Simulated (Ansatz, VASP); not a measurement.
# Ta3W5N3 (W(100) on TaN(100), film 14.3 A thick) in two plane-wave programs, part 2 of 2

One calculation is typed for both programs; each brings its own data sets. How far apart do they land? The structure shown is the start of the Ansatz relaxation below; VASP solves that cell, so the two are compared at the walk's first step.

VASP 6.6.1 and Ansatz 0.2.0.

So far: Starting point; Ansatz: relaxation, PBE.

### 3. VASP: single point, PBE, start cell

Level of this step: PBE, no spin polarisation; plane waves and PAW (N, Ta_pv, W) (VASP).

The same cell, functional, mesh and smearing now go to VASP, with its own data sets.

Lines of VASP's logs that name or quote its potential files are left out, and so is its time.

Input file INCAR:

```
SYSTEM = Ta3W5N3
PREC = Accurate
ENCUT = 520
EDIFF = 1E-06
NELM = 120
ISMEAR = -1
SIGMA = 0.1
LREAL = Auto
ALGO = Normal
GGA = PE
NBANDS = 373
LASPH = .TRUE.
LORBIT = 11
LWAVE = .FALSE.
LCHARG = .FALSE.
ISIF = 2
GGA_COMPAT = .FALSE.
```

Input file POSCAR:

```
Ta3W5N3
1.0
    4.4200000000      0.0000000000      0.0000000000
    0.0000000000      8.8400000000      0.0000000000
    0.0000000000      0.0000000000     41.5325000000
N Ta W
24 24 40
Direct
    0.0019909502      0.4992533937      0.1697104677
    0.4985067873      0.4972963801      0.2216601457
    0.0138461538      0.4905090498      0.2775994703
    0.4910859729      0.4904751131      0.3255691326
    0.9979411765      0.5008484163      0.3849202432
    0.4998416290      0.4997398190      0.4315391561
    0.5008823529      0.7530203620      0.1684993680
    0.0058597285      0.7525791855      0.2219900078
    0.4876244344      0.7619909502      0.2771805213
    0.0101583710      0.7590045249      0.3256702582
    0.5035520362      0.7486877828      0.3847805935
    0.0001583710      0.7501131222      0.4314500692
    0.0082352941      0.9990271493      0.1679792933
    0.5015610860      0.0016855204      0.2221296575
    0.0202262443      0.9905203620      0.2771492205
    0.4884389140      0.9902149321      0.3257810149
    0.9996832579      0.0011651584      0.3847107687
    0.5000226244      0.9996945701      0.4314308072
    0.4944117647      0.2516402715      0.1685595618
    0.0101357466      0.2466515837      0.2217492325
    0.4931221719      0.2621380090      0.2773009089
    0.0091628959      0.2597737557      0.3256895203
    0.5002262443      0.2489253394      0.3848696804
    0.0002714932      0.2498642534      0.4315006320
    0.4988687783      0.5002488688      0.1693011497
    0.9958823529      0.4986651584      0.2218407271
    0.5208597285      0.5164932127      0.2723505688
    0.9862895928      0.5114140271      0.3321808222
    0.4963348416      0.4974773756      0.3779088666
    0.9994796380      0.5005656109      0.4397110696
    0.0070588235      0.7493099548      0.1683091555
    0.5004524887      0.7508031674      0.2218792512
    0.9809954751      0.7354864253      0.2725407813
    0.5139366516      0.7374095023      0.3318509601
    0.0060407240      0.7532918552      0.3778607115
    0.5006561086      0.7490158371      0.4396701378
    0.4936877828      0.0019683258      0.1684512129
    0.9972850679      0.9994457014      0.2227604888
    0.5286877828      0.0170248869      0.2729789924
    0.9837104072      0.0121153846      0.3315210979
    0.4985746606      0.9975452489      0.3778510805
    0.9992760181      0.0004977376      0.4396990309
    0.9978054299      0.2518552036      0.1684102811
    0.4894343891      0.2473642534      0.2219707458
    0.9880090498      0.2378054299      0.2724492867
    0.5112669683      0.2381447964      0.3319496780
    0.0010859729      0.2513461538      0.3778607115
    0.5009049774      0.2491515837      0.4397110696
    0.4995701357      0.4995927602      0.4846397400
    0.0004072398      0.5000452489      0.5229494974
    0.4999095023      0.4998868778      0.5617408054
    0.0002941176      0.4999547511      0.6012496238
    0.5000452489      0.4999660633      0.6403298622
    0.0000678733      0.5000791855      0.6794702943
    0.5001583710      0.5001018100      0.7188996569
    0.9999095023      0.5001809955      0.7576091013
    0.5001131222      0.5000791855      0.7977102269
    0.9997511312      0.5000452489      0.8354108228
    0.0006108597      0.7502375566      0.4846397400
    0.5002036199      0.7498076923      0.5229494974
    0.0003846154      0.7498416290      0.5616998736
    0.5000000000      0.7499547511      0.6012592548
    0.0000678733      0.7500000000      0.6403298622
    0.5003393665      0.7500678733      0.6794510323
    0.9999095023      0.7500452489      0.7189092879
    0.4999547511      0.7502149321      0.7576091013
    0.9996153846      0.7500904977      0.7976789261
    0.5001131222      0.7501131222      0.8354710167
    0.4997737557      0.9995022624      0.4846301090
    0.0004298643      0.9999547511      0.5229302354
    0.4999321267      0.9999321267      0.5617191356
    0.0002488688      0.9999660633      0.6012592548
    0.5001583710      0.9999660633      0.6403202311
    0.0002036199      0.0001018100      0.6794799254
    0.5000226244      0.0000339367      0.7189092879
    0.9997285068      0.0001696833      0.7575994703
    0.5000000000      0.0001696833      0.7977005959
    0.9998868778      0.0001470588      0.8354300849
    0.0007013575      0.2500791855      0.4846301090
    0.4996606335      0.2496832579      0.5229807982
    0.0004072398      0.2499095023      0.5617095046
    0.5002488688      0.2499660633      0.6012592548
    0.0003393665      0.2499773756      0.6403298622
    0.4999095023      0.2500678733      0.6794606633
    0.9999773756      0.2500226244      0.7188996569
    0.5001583710      0.2502036199      0.7576307711
    0.9997285068      0.2502714932      0.7977102269
    0.5000000000      0.2501357466      0.8354300849
```

Input file KPOINTS:

```
Automatic mesh
0
Gamma
5 2 1
0 0 0
```

Potentials, in the order of the species: N, Ta_pv and W (PBE family, release 64).

Launch:

```
$ export OMP_NUM_THREADS=3
$ mpirun -np 1 vasp_std
```

Numbers of over 12 decimals in the logs are rounded to 6 here.

What it wrote:

```text
[banner, memory and clock lines left out]
running    1 mpi-ranks, on    1 nodes
[...]
Offloading initialized ...    1 GPUs detected
[...]
LDA part: xc-table for (Slater+PW92), standard interpolation
 POSCAR, INCAR and KPOINTS ok, starting setup
[...]
entering main loop
       N       E                     dE             d eps       ncg     rms          rms(c)
DAV:   1     0.535204584828E+04    0.53520E+04   -0.31494E+05  4956   0.157E+03
DAV:   2    -0.528792359940E+03   -0.58808E+04   -0.56698E+04  5098   0.456E+02
DAV:   3    -0.111142107852E+04   -0.58263E+03   -0.56809E+03  6448   0.122E+02
DAV:   4    -0.113944263710E+04   -0.28022E+02   -0.27225E+02  5832   0.243E+01
[...]
DAV:  67    -0.103254730970E+04   -0.22934E-05   -0.42318E-07  2864   0.158E-03    0.185E-03
DAV:  68    -0.103254731496E+04   -0.52576E-05   -0.79351E-07  3168   0.977E-04    0.187E-03
DAV:  69    -0.103254731479E+04    0.16816E-06   -0.98978E-08  2552   0.484E-04
   1 F= -.10325473E+04 E0= -.10318025E+04  d E =-.148972E+01
```

From OUTCAR (step 3):

```text
  FREE ENERGIE OF THE ION-ELECTRON SYSTEM (eV)
  ---------------------------------------------------
  free  energy   TOTEN  =     -1032.5473147903 eV

  energy  without entropy=    -1031.0575910138  energy(sigma->0) =    -1031.80245290
```

This run has no spin polarisation, so a moment on W, if there is one, isn't seen. The data set W keeps the semicore shell frozen, which is cheaper and a little less accurate.

### 4. Differences

Known differences besides the potentials themselves: the data sets hold 992 valence electrons in Ansatz (on its default PAW (the set named soft_2) files) and 624 in VASP; the cutoff is 420 eV in Ansatz and 520 eV in VASP (PREC = Accurate, projectors in real space). Total energies have different zeros and are not compared.

Forces on 10 of the 88 atoms, those with the largest forces and the largest differences (eV/Å; atoms numbered as in POSCAR):

```tsv
atom	Ansatz x, y, z	VASP x, y, z
N14	-0.402, -0.774, -1.587	-0.403, -0.778, -1.602
N20	-0.530, 0.772, -1.649	-0.535, 0.775, -1.664
Ta25	0.179, 0.215, 1.679	0.181, 0.217, 1.656
Ta28	0.274, -0.292, -1.594	0.272, -0.292, -1.598
Ta31	-0.335, -0.021, 2.122	-0.339, -0.020, 2.098
Ta37	0.462, 0.066, 2.026	0.467, 0.067, 2.001
Ta43	-0.188, -0.289, 1.981	-0.191, -0.292, 1.956
W58	-0.004, 0.007, -1.117	-0.005, 0.006, -1.370
W68	0.003, 0.004, -1.146	0.004, 0.004, -1.401
W88	0.004, -0.004, -1.121	0.005, -0.004, -1.376
```

The forces differ by 41 meV/Å r.m.s., which is 7.8 % of the r.m.s. force of 0.527 eV/Å (both taken over all components). Where the cell holds vacuum, a pressure given here is an average over it and none of the material.

### 5. Results

```
r.m.s. force difference (single point, PBE, start cell) : 7.8 % of the r.m.s. force
```

What this shows: The r.m.s. force difference is 7.8 % of the r.m.s. force (single point, PBE, start cell), beyond the 3 % picked in this series as the mark of a large difference. The data sets hold unlike numbers of valence electrons (992 in Ansatz and 624 in VASP), so part of the differences may come from the potentials. What causes the difference of the single point, PBE, start cell pair stays open here. Such differences can come from data sets, numerical settings and the points named under the comparisons, not from the functional's error against experiment.

[Lines on the potential files, build, host, timing and source positions are cut from VASP's logs without a mark.]

[Logs are printed without paths, hosts, clocks, repeated set-up lines and the standing remarks that a program may print on its own settings, such as how far it seeks lower states.]

[Hosts, paths, dates, database ids (printed as entryN), source tags and the programs' standing remarks are cut or masked in the printed files.]
